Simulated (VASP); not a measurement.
Method: PBE GGA, VASP's PBE PAW potentials (set 64) (plane waves; VASP).

VASP ran on this input.

### INCAR
```
SYSTEM = CsSnI3
PREC = Accurate; ENCUT = 500; LREAL = .False.
LASPH = .True.
EDIFF = 1E-6; NELM = 100; ALGO = Normal
LMAXMIX = 4
ISMEAR = 1; SIGMA = 0.1
GGA = PE
IBRION = 2; NSW = 40; ISIF = 3
EDIFFG = -0.02; PSTRESS = 100
LWAVE = .False.; LCHARG = .False.
```

### KPOINTS
```
kpoints
0
Gamma
6 6 6
```

### POSCAR
```
CsSnI3
1
    5.6725010495    -0.0000000000     0.0000000000
   -0.0000000000     5.6725010495    -0.0000000000
   -0.0000000000    -0.0000000000     5.6725010495
Cs Sn I
1 1 3
Direct
  0.0000000000   0.0000000000   0.0000000000
  0.5000000000   0.5000000000   0.5000000000
  0.5000000000   0.0000000000   0.5000000000
  0.0000000000   0.5000000000   0.5000000000
  0.5000000000   0.5000000000   0.0000000000
```

POTCAR, in this order: Cs_sv Sn_d I (PBE.64 set). Program: vasp_std.

**Question.** What will the output report for the number of irreducible k-points (NKPTS), largest plane-wave count, number of space-group operations, FFT grid (NGX, NGY, NGZ)?

**Answer.** 
| Property | Result |
|---|---|
| number of irreducible k-points (NKPTS) | 20 |
| largest plane-wave count | 4680 |
| number of space-group operations | 48 |
| FFT grid (NGX, NGY, NGZ) | 42 × 42 × 42 |

The compound is CsSnI3 in the cubic perovskite structure, the ideal cubic form; the compound distorts at low or room temperature. This run relaxes it under an external pressure of 10 GPa. Symmetry was kept, so distortions that lower it aren't found.
